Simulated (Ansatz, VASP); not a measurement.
## MoS2: VASP beside Ansatz

Aim: how closely do two programs agree when they are given the same cell, functional and k mesh? The structure shown is the end of the Ansatz relaxation below.

Calculated with Ansatz 0.2.0; plane waves, with VASP 6.6.1 beside it; single point at PBEsol.

### Step 1. Starting point

The cell holds 3 atoms: 1 Mo and 2 S. Its edges and angles: a = 3.140 Å, b = 3.140 Å, c = 30.000 Å, α = 90.0°, β = 90.0°, γ = 120.0°. Vacuum lies along c.

### Step 2. Ansatz: relaxation, PBEsol

Ansatz runs on its default PAW (the set named soft_2) files.

This run makes the geometry at which the two programs are then compared.

Contents of input.yaml:

```yaml
crystal:
  lattice:
    - [3.1404963714, 0.0, 0.0]
    - [-1.5702481857, 2.7197496381, 0.0]
    - [0.0, 0.0, 30.0]
  atoms:
    - { symbol: Mo, position: [0.3333333333, 0.6666666667, 0.3333333333] }
    - { symbol: S, position: [0.6666666667, 0.3333333333, 0.3852798264] }
    - { symbol: S, position: [0.6666666667, 0.3333333333, 0.2813868402] }
  periodic: [true, true, false]
kpoints:
  mp_grid: { grid: [12, 12, 1] }
hamiltonian:
  xc: pbesol
scf:
  occupations: { method: gaussian, width: 0.02 }
output:
  forces: true
  stress: true
  eigenvalues: true
  write_density: true
  write_potential: true
  elf: true
  volumetric_format: npy
relax:
  adjacent_minimum: "off"
  f_tol: 0.005
  max_steps: 80
  cell: { stress_2d_tol: 0.02 }
```

On the command line:

```sh
$ ansatz run input.yaml --threads 8 --pin off --max-ram 14336MiB --backend cpu --events-out ev --progress --plain --runs-dir out
```

Numbers of over 12 decimals in the logs are rounded to 6 here.

Output:

```text
Engine: ansatz 0.2.0, aarch64-unknown-linux-gnu
Pseudopotentials: kind: paw
Pseudopotential: Mo, paw, valence charge 14, recommended cutoff 420 eV (normal), Mo.paw.azcp
Pseudopotential: S, paw, valence charge 6, recommended cutoff 420 eV (normal), S.paw.azcp
Functional definition: PBEsol
  exchange = pbesol_x
  correlation = pbesol_c
Crystal: 3 atoms, lattice volume = 256.241 Å³
Basis set: ecut = 420 eV, 4961 PW (Γ), exchange–correlation on 48×48×432 points (8 copies of the dense FFT grid, shifted against one another)
Bands: 17, of which v1, the nominal top of the filled ones, is band 13 counted from 1 (12 counted from 0)
Symmetry: 12 space group operations
Space group: P-6m2 (ITA 187), of the structure as read, at distance tolerance 6.4e-5 Å
k-points: 19 of 144 (time reversal used)
Non-local potential: Mo, projectors of the file, l = 0: 3, l = 1: 2, l = 2: 2, l = 3: 1
Non-local potential: S, projectors of the file, l = 0: 2, l = 1: 2, l = 2: 2
PAW form: soft (Blöchl's): semilocal exchange-correlation on the pseudo side does not see the compensation charge
PAW frozen core: Mo, regenerated for the run's functional, and the local potential with it (the file was generated under x = pbe(κ = 0.804, μ = 0.219515), c = pbe(β = 0.066725))
PAW frozen core: S, regenerated for the run's functional, and the local potential with it (the file was generated under x = pbe(κ = 0.804, μ = 0.219515), c = pbe(β = 0.066725))
PAW one-centre angular grid: Mo, 590 points (default); XC on 64 Gauss nodes
PAW one-centre angular grid: S, 110 points (default); XC on 64 Gauss nodes
Initial density: superposition of atomic densities (neutral atoms: chi_scale 0, normalization atom), corrected by the library's trained network
Initial wavefunctions: pseudopotential atomic-orbital guess
Functional: x = pbesol(κ = 0.804, μ = 0.123457), c = pbesol(β = 0.046)
SCF iter   1: F=—  HF=-6670.138771 eV  |F-HF|=—  |Δ(HF+E_count)|=         —  Δρ=3.34e-3  dr2=3.76e-2  ethr=1.77e-3  ⟨swp⟩=15.7  Hψ=3439  notcnv=0
preconditioner: auto → none  [insulator: Δε(μ)=1.804 eV  Ē_g=8.187 eV  σ=0.020 eV  W_gap=1.00  n_scr=16 (ndim 8)  ℏωp=9.8 eV  f_vac=0.766  D(μ)=0.00/eV (n_scr^D=0)  ε∞_Penn≈2.4]
SCF iter   2: F=—  HF=-6670.160527 eV  |F-HF|=—  |Δ(HF+E_count)|=   2.18e-2  Δρ=4.38e-3  dr2=1.50e-1  ethr=1.45e-4  ⟨swp⟩=4.6  Hψ=1035  notcnv=0
SCF iter   3: F=—  HF=-6670.140901 eV  |F-HF|=—  |Δ(HF+E_count)|=   1.96e-2  Δρ=1.33e-3  dr2=5.40e-3  ethr=1.45e-4  ⟨swp⟩=3.2  Hψ=633  notcnv=0
SCF iter   4: F=—  HF=-6670.142024 eV  |F-HF|=—  |Δ(HF+E_count)|=   1.12e-3  Δρ=3.43e-4  dr2=1.06e-4  ethr=2.08e-5  ⟨swp⟩=3.1  Hψ=710  notcnv=0
SCF iter   5: F=—  HF=-6670.142176 eV  |F-HF|=—  |Δ(HF+E_count)|=   1.53e-4  Δρ=6.73e-5  dr2=1.22e-5  ethr=4.09e-7  ⟨swp⟩=3.7  Hψ=825  notcnv=0
SCF iter   6: F=—  HF=-6670.142174 eV  |F-HF|=—  |Δ(HF+E_count)|=   2.42e-6  Δρ=1.24e-5  dr2=2.10e-7  ethr=4.69e-8  ⟨swp⟩=3.0  Hψ=617  notcnv=0
SCF iter   7: F=-6670.142174 eV  HF=-6670.142174 eV  |F-HF|=5.02e-8  |Δ(HF+E_count)|=   1.17e-7  Δρ=3.24e-6  dr2=1.01e-8  ethr=3.85e-10  ⟨swp⟩=19.7  Hψ=3962  notcnv=0
SCF 1 converged in 7 iterations: F = -6670.142174 eV  dr2 = 1.01e-8
  greatest PAW one-centre occupation: 0.999 electrons in one spin orbital (limit 2), on the Mo atom at site 0 (counted from 0), in its partial waves of l = 0
relax step   1: F+E_penalty+E_count = -6670.14217418 eV  Δ(F+E_penalty+E_count) = +0.000e0 eV  max|allowed force component| = 5.927e-5 eV/Å  Δτ_max = 0.0000 Å  P = +0.001 N/m  Ω = 256.241 Å³  fix = [c, alpha, beta]  reactions: c +0.000 N/m  (7 SCF iters, dr2 threshold 1.00e-7 eV, accepted)
Initial density: handed on by an earlier stage of this run
Initial wavefunctions: pseudopotential atomic-orbital guess (no wavefunctions were taken with the density)
iter 1 solved again at ethr=1.23e-7 eV; its pass at ethr=3.10e-3 eV (dr2=3.19e-5 eV) is discarded
SCF iter   1: F=—  HF=-6670.142179 eV  |F-HF|=—  |Δ(HF+E_count)|=         —  Δρ=3.11e-6  dr2=9.28e-9  ethr=1.23e-7  ⟨swp⟩=6.4  Hψ=5090  notcnv=0
eigensolver tolerance schedule: the retry pair's looser diagonalisation over-reported the residual by 3437.21 of it (diagonalisation noise at 0.16 of the residual, at the tolerance the schedule requests for it); recorded, not acted on — ethr = c·dr2/N_el stays at c = 1.0e-1
preconditioner: auto → none  [insulator: Δε(μ)=1.806 eV  Ē_g=8.212 eV  σ=0.020 eV  W_gap=1.00  n_scr=16 (ndim 8)  ℏωp=9.8 eV  f_vac=0.767  D(μ)=0.00/eV (n_scr^D=0)  ε∞_Penn≈2.4]
SCF iter   2: F=—  HF=-6670.142174 eV  |F-HF|=—  |Δ(HF+E_count)|=   4.56e-6  Δρ=1.72e-6  dr2=3.24e-9  ethr=3.57e-11  ⟨swp⟩=5.3  Hψ=1153  notcnv=0
SCF iter   3: F=—  HF=-6670.142174 eV  |F-HF|=—  |Δ(HF+E_count)|=   1.80e-8  Δρ=5.77e-7  dr2=3.18e-9  ethr=1.24e-11  ⟨swp⟩=3.5  Hψ=739  notcnv=0
SCF iter   4: F=—  HF=-6670.142174 eV  |F-HF|=—  |Δ(HF+E_count)|=   1.32e-9  Δρ=7.72e-7  dr2=3.95e-9  ethr=1.22e-11  ⟨swp⟩=2.3  Hψ=490  notcnv=0
SCF iter   5: F=—  HF=-6670.142174 eV  |F-HF|=—  |Δ(HF+E_count)|=  4.66e-10  Δρ=1.60e-7  dr2=7.43e-11  ethr=1.22e-11  ⟨swp⟩=2.8  Hψ=472  notcnv=0
SCF iter   6: F=—  HF=-6670.142174 eV  |F-HF|=—  |Δ(HF+E_count)|=  1.16e-10  Δρ=3.73e-8  dr2=3.01e-12  ethr=1.00e-12  ⟨swp⟩=3.1  Hψ=658  notcnv=0
SCF iter   7: F=-6670.142174 eV  HF=-6670.142174 eV  |F-HF|=1.09e-11  |Δ(HF+E_count)|=  1.46e-11  Δρ=1.02e-8  dr2=3.31e-13  ethr=1.00e-12  ⟨swp⟩=10.6  Hψ=2274  notcnv=0
SCF 2 converged in 7 iterations: F = -6670.142174 eV  dr2 = 3.31e-13
relax step   2: F+E_penalty+E_count = -6670.14217419 eV  Δ(F+E_penalty+E_count) = -2.451e-9 eV  max|allowed force component| = 5.364e-5 eV/Å  Δτ_max = 0.0000 Å  P = +0.001 N/m  Ω = 256.241 Å³  fix = [c, alpha, beta]  reactions: c +0.000 N/m  stress off target by 8.61e-4 N/m on what of the cell is left free  SCF on the basis re-selected at this cell (its energy is not comparable with the rows above)  (7 SCF iters)
basis re-selected at this cell: Δ(F+E_penalty+E_count) = -2.451e-9 eV, ΔP = +0.000 N/m vs the last step (what re-selecting the basis moved, of the pressure what is left beyond the Pulay correction that the steps carried, after the strain that the cell walked since its last selection, with what the two solves' SCF thresholds leave and, on support functions, any second-order correction that the steps lacked; it is no m [...]
SCF converged after 7 iterations
Free energy (F): -6670.142174 eV
Harris-Foulkes:  -6670.142174 eV  (|F-HF|=1.09e-11)
Internal energy: -6670.142174 eV  (E = F + TS)
E sigma→0 (E₀):  -6670.142174 eV
Fermi energy:    -5.065361 eV
--- Per-component energies (eV) ---
  E_band       = -576.735878
  E_kinetic    = 656.640077
  E_local      = -45293.656348  (includes V_loc(G=0)·N_el)
  E_nonlocal   = 201.396923
  E_hartree    = 22209.079026
  E_xc         = -375.678529
  E_vxc        = -404.535749  (∫ρ·V_xc dr)
  E_paw        = -4311.919341  (= ΣΔE_a)
  E_vpaw       = -154.738829  (= ΣTr[D̂ρ^β])
  E_aug_tail   = 0.000032  (compensation charges beyond the density's cutoff)
  E_ewald      = 20243.662789
  E_core_change = 0.333198  (= ΣΔE_core)
  E_smearing   = -0.000000  (= −TS)
  E_closure    = -0.000000  (closes the sum)
  Σ components = -6670.142174   (vs F -6670.142174, Δ=0.00e0)
--- Forces (eV/Å), atoms counted from 1 ---
  atom   1  Mo    -0.00000000     0.00000000     0.00000000
  atom   2  S      0.00000000     0.00000000    -0.00005364
  atom   3  S     -0.00000000     0.00000000     0.00005364
  max |Σ_I F_I| component: 7.86e-17 eV/Å
--- 2D stress c σ (N/m, compression-positive) ---
        0.000861       0.000000       0.000000
        0.000000       0.000861       0.000000
        0.000000       0.000000       0.000000
  P = ½ c Tr σ = 0.0009 N/m
--- Band table (eV; the first three rows and the last of 19) ---
  k-point 0: bands = [... 9 lower, -7.8161, -7.4269, -7.4269, -6.0406, -3.0715, -3.0715, -2.7949, -2.7949]
  k-point 1: bands = [... 9 lower, -8.2929, -7.5998, -7.1150, -6.0835, -3.2189, -3.1069, -2.9204, -2.8818]
  k-point 2: bands = [... 9 lower, -8.1509, -8.0052, -7.0303, -6.3011, -3.6042, -3.2856, -3.2093, -2.4507]
  k-point 18: bands = [... 9 lower, -9.5309, -8.9141, -8.1440, -5.9686, -4.1621, -2.9128, -2.2535, -0.8391]
--- Relaxed structure (1 steps of the walk, 1 accepted, 1 SCFs on fresh bases) ---
  F+E_penalty+E_count = -6670.14217419 eV   max|allowed force component| = 5.364e-5 eV/Å   (the final SCF, on the basis selected at the relaxed cell)
  cell:  # Å, volume = 256.2409 Å³
    - [3.140496, 0.0, 0.0]
    - [-1.570248, 2.719750, 0.0]
    - [0.0, 0.0, 30.0]
  atoms:
    - { symbol: Mo, position: [0.333333, 0.666667, 0.333333] }
    - { symbol: S, position: [0.666667, 0.333333, 0.385280] }
    - { symbol: S, position: [0.666667, 0.333333, 0.281387] }
```

### Step 3. VASP: single point, PBEsol

The same cell, functional, mesh and smearing now go to VASP, with its own data sets.

Lines of VASP's logs that name or quote its potential files are left out, and so is its time.

Contents of INCAR:

```
SYSTEM = MoS2
PREC = Accurate
ENCUT = 400
EDIFF = 1E-06
NELM = 120
ISMEAR = 0
SIGMA = 0.02
LREAL = .FALSE.
ALGO = Normal
GGA = PS
NBANDS = 19
LASPH = .TRUE.
LORBIT = 11
LWAVE = .FALSE.
LCHARG = .FALSE.
ISIF = 2
LDIPOL = .TRUE.
IDIPOL = 3
DIPOL = 0.5 0.5 0.333
LVHAR = .TRUE.
GGA_COMPAT = .FALSE.
EFERMI = MIDGAP
NELMDL = -8
```

Contents of POSCAR:

```
MoS2
1.0
    3.1404963714      0.0000000000      0.0000000000
   -1.5702481857      2.7197496381      0.0000000000
    0.0000000000      0.0000000000     30.0000000000
Mo S
1 2
Direct
    0.3333333333      0.6666666667      0.3333333333
    0.6666666667      0.3333333333      0.3852798264
    0.6666666667      0.3333333333      0.2813868402
```

Contents of KPOINTS:

```
Automatic mesh
0
Gamma
12 12 1
0 0 0
```

Potentials, in the order of the species: Mo_sv and S (PBE family, release 64).

On the command line:

```sh
$ mpirun -np 1 vasp_std
```

Output:

```text
[banner, memory and clock lines left out]
running    1 mpi-ranks, on    1 nodes
 distrk:  each k-point on    1 cores,    1 groups
 distr:  one band on    1 cores,    1 groups

 POSCAR found type information on POSCAR MoS
 POSCAR found :  2 types and       3 ions
|                                                                             |
|               ----> ADVICE to this user running VASP <----                  |
|                                                                             |
|     You enforced a specific xc type in the INCAR file but a different       |
|     [... a line on the potential file left out ...]
|     I HOPE YOU KNOW WHAT YOU ARE DOING!                                     |
|                                                                             |

 LDA part: xc-table for (Slater+PW92), standard interpolation
 POSCAR, INCAR and KPOINTS ok, starting setup
 FFT: planning ... GRIDC
 FFT: planning ... GRID_SOFT
 FFT: planning ... GRID
 WAVECAR not read
 entering main loop
       N       E                     dE             d eps       ncg     rms          rms(c)
DAV:   1     0.131556344934E+03    0.13156E+03   -0.11775E+04  1026   0.834E+02
DAV:   2    -0.133921921246E+02   -0.14495E+03   -0.14055E+03  1040   0.200E+02
DAV:   3    -0.247589911456E+02   -0.11367E+02   -0.11328E+02  1009   0.523E+01
DAV:   4    -0.248841785338E+02   -0.12519E+00   -0.12491E+00   946   0.632E+00
DAV:   5    -0.248869914291E+02   -0.28129E-02   -0.28125E-02   959   0.876E-01
DAV:   6    -0.248870836354E+02   -0.92206E-04   -0.92205E-04  1003   0.144E-01
DAV:   7    -0.248870879602E+02   -0.43248E-05   -0.43247E-05   962   0.270E-02
DAV:   8    -0.248870881886E+02   -0.22841E-06   -0.22839E-06   904   0.572E-03    0.260E+01
DAV:   9    -0.237935868991E+02    0.10935E+01   -0.99676E+00   772   0.199E+01    0.892E+00
DAV:  10    -0.236353231442E+02    0.15826E+00   -0.49871E+00   807   0.129E+01    0.613E+00
DAV:  11    -0.234265123194E+02    0.20881E+00   -0.10907E+00   828   0.643E+00    0.164E+00
DAV:  12    -0.234271983245E+02   -0.68601E-03   -0.41716E-02   898   0.123E+00    0.922E-01
DAV:  13    -0.234227417202E+02    0.44566E-02   -0.23056E-02   822   0.989E-01    0.133E-01
DAV:  14    -0.234224855521E+02    0.25617E-03   -0.80786E-04   809   0.198E-01    0.562E-02
[...]
DAV:  19    -0.234228692201E+02   -0.10087E-03   -0.89831E-06   916   0.157E-02    0.688E-03
DAV:  20    -0.234228994655E+02   -0.30245E-04   -0.18514E-06   726   0.685E-03    0.207E-03
DAV:  21    -0.234229359298E+02   -0.36464E-04   -0.26413E-06   771   0.623E-03    0.294E-03
DAV:  22    -0.234229462678E+02   -0.10338E-04   -0.31267E-07   651   0.301E-03    0.578E-04
DAV:  23    -0.234229550903E+02   -0.88225E-05   -0.26717E-07   632   0.158E-03    0.580E-04
DAV:  24    -0.234229594771E+02   -0.43868E-05   -0.11759E-07   657   0.970E-04    0.321E-04
DAV:  25    -0.234229612312E+02   -0.17541E-05   -0.27325E-08   561   0.502E-04    0.261E-04
DAV:  26    -0.234229620669E+02   -0.83568E-06   -0.81328E-09   487   0.364E-04
   1 F= -.23422962E+02 E0= -.23422962E+02  d E =0.000000E+00
```

From OUTCAR (step 3):

```text
ion  position               nearest neighbor table
   1  0.333  0.667  0.333-   3 2.39   2 2.39   3 2.39   2 2.39   3 2.39   2 2.39
   2  0.667  0.333  0.385-   1 2.39   1 2.39   1 2.39
   3  0.667  0.333  0.281-   1 2.39   1 2.39   1 2.39

  LATTYP: Found a hexagonal cell.
 ALAT       =     3.1404963714
 C/A-ratio  =     9.5526300470

 Subroutine GETGRP returns: Found 12 space group operations
 (whereof  6 operations were pure point group operations)

The static configuration has the point symmetry C_3v.
 The point group associated with its full space group is D_3h.

 Found     19 irreducible k-points:

   k-points           NKPTS =     19   k-points in BZ     NKDIM =     19   number of bands    NBANDS=     19

   dimension x,y,z NGX =    20 NGY =   20 NGZ =  196
   dimension x,y,z NGXF=    40 NGYF=   40 NGZF=  392

   ENCUT  =  400.0 eV  29.40 Ry    5.42 a.u.   5.12  5.12 48.92*2*pi/ulx,y,z

   NELECT =      26.0000    total number of electrons

 k-points in reciprocal lattice and weights: Automatic mesh
   0.00000000  0.00000000  0.00000000       0.007
   0.08333333  0.00000000  0.00000000       0.042
   0.16666667  0.00000000  0.00000000       0.042
   0.25000000  0.00000000  0.00000000       0.042
   0.33333333  0.00000000  0.00000000       0.042
   0.41666667  0.00000000  0.00000000       0.042
   0.50000000  0.00000000  0.00000000       0.021
   0.08333333  0.08333333  0.00000000       0.042
   0.16666667  0.08333333  0.00000000       0.083
[...]
0.33333333  0.25000000  0.00000000       0.083
   0.33333333  0.33333333  0.00000000       0.014

 dipolmoment           0.000000      0.000000      0.000004 electrons x Angstroem

 average (electrostatic) potential at core
       1 -84.5300       2 -94.5303       3 -94.5303

 E-fermi :  -2.3839

 k-point     1 :       0.0000    0.0000    0.0000
  band No.  band energies     occupation
    ...
      9      -5.9056      2.00000
     10      -5.1461      2.00000
     11      -4.7472      2.00000
     12      -4.7472      2.00000
     13      -3.3690      2.00000
     14      -0.3901      0.00000
     15      -0.3901      0.00000
     16      -0.1158      0.00000
     17      -0.1158      0.00000
     18       2.2269      0.00000
    ...

 k-point     2 :       0.0833    0.0000    0.0000
  band No.  band energies     occupation
    ...
      9      -5.7908      2.00000
     10      -5.6198      2.00000
     11      -4.9204      2.00000
     12      -4.4408      2.00000
     13      -3.4122      2.00000
     14      -0.5356      0.00000
     15      -0.4274      0.00000
     16      -0.2411      0.00000
     17      -0.2001      0.00000
     18       2.4073      0.00000
    ...

 k-point     3 :       0.1667    0.0000    0.0000
  band No.  band energies     occupation
    ...
      9      -6.2894      2.00000
     10      -5.4706      2.00000
     11      -5.3265      2.00000
     12      -4.3618      2.00000
     13      -3.6301      2.00000
     14      -0.9235      0.00000
     15      -0.5974      0.00000
     16      -0.5296      0.00000
     17       0.2317      0.00000
     18       2.8307      0.00000
    ...

  Total       -0.0828172     -0.0828172     -0.1006874      0.0000000      0.0000000      0.0000000
  in kB       -0.5178243     -0.5178243     -0.6295601      0.0000000      0.0000000      0.0000000
  external PRESSURE =      -0.5550696 kB  Pullay stress =       0.0000000 kB

  energy-cutoff  :      400.00
  volume of cell :      256.24
      direct lattice vectors                 reciprocal lattice vectors
     3.140496371  0.000000000  0.000000000     0.318421002  0.183840451  0.000000000
    -1.570248186  2.719749638  0.000000000     0.000000000  0.367680902  0.000000000
     0.000000000  0.000000000 30.000000000     0.000000000  0.000000000  0.033333333

 POSITION                                       TOTAL-FORCE (eV/Angst)
 -----------------------------------------------------------------------------------
     -0.00000      1.81317     10.00000         0.000000     -0.000000     -0.000000
      1.57025      0.90658     11.55839        -0.000000      0.000000      0.004269
      1.57025      0.90658      8.44161        -0.000000      0.000000     -0.004269
 -----------------------------------------------------------------------------------
    total drift:                                0.000001     -0.000000      0.000074

  FREE ENERGIE OF THE ION-ELECTRON SYSTEM (eV)
  ---------------------------------------------------
  free  energy   TOTEN  =       -23.4229620669 eV

  energy  without entropy=      -23.4229620669  energy(sigma->0) =      -23.42296207

 vacuum level on the upper side and lower side of the slab         2.650         2.650

 total charge
# of ion       s       p       d       tot
------------------------------------------
    1        2.300   6.233   3.992  12.525
    2        1.357   2.329   0.000   3.686
    3        1.357   2.329   0.000   3.686
--------------------------------------------------
tot          5.014  10.891   3.992  19.898

[... 3 further parts left out ...]
```

The run ends at a pressure of -0.06 GPa, with forces up to 0.0043 eV/Å.

### Step 4. Side by side

Known differences besides the potentials themselves: Ansatz cuts the interaction across the vacuum, VASP repeats the sheet with a dipole correction; the cutoff is 420 eV in Ansatz and 400 eV in VASP; Ansatz makes its cores anew for this functional, VASP keeps those of its PBE data sets. Total energies have different zeros and are not compared.

Both answers:

```tsv
quantity	Ansatz	VASP	difference
gap on the k mesh (eV)	1.806	1.812	-0.005
```

At this near-relaxed geometry the largest component of a force difference is 4 meV/Å. A gap on the mesh is an upper bound, since the band edges may lie between its points. With vacuum in the cell, a pressure given here is an average over mostly empty space and none of the material.

### Step 5. Results

- difference in gap on the k mesh (single point, PBEsol): -0.0051 eV

In words: The difference in gap on the k mesh is -0.0051 eV (single point, PBEsol), within the 0.08 eV picked in this series as the mark of a large difference. Such differences can come from data sets, numerical settings and the points named under the comparisons, not from the functional's error against experiment.

[Lines on the potential files, build, host, timing and source positions are cut from VASP's logs without a mark.]

[Logs are printed without paths, hosts, clocks, repeated set-up lines and the standing remarks that a program may print on its own settings, such as how far it seeks lower states.]

[Hosts, paths, dates, database ids (printed as entryN), source tags and the programs' standing remarks are cut or masked in the printed files.]
